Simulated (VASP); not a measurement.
Energy against volume of Rb (bcc). These are vdW-DF-cx, VASP's PBE PAW potentials (set 64) (plane waves; VASP) values and carry that method's errors. Settings: 520 eV cut-off, 9×9×9 Γ-centred mesh, first-order Methfessel-Paxton smearing of 0.10 eV, potentials Rb_sv.

```tsv
V (Å³/atom)	E (eV/atom)
86.904	1.20311
89.591	1.20271
92.279	1.20361
94.967	1.20563
```

**Question.** Fit these four points and predict the energy of the run at 84.216 Å³/atom.

**Answer.** A cubic in V^(−2/3), the third-order Birch-Murnaghan form, passes through the four points with V0 = 89.02 Å³/atom and B0 = 3 GPa, and gives 1.2050 eV/atom there. The run gave 1.2050 eV/atom, -0.0 meV/atom from the fit; all five points give B0 = 3 GPa.

The compound is Rb in the bcc structure. It was relaxed first.
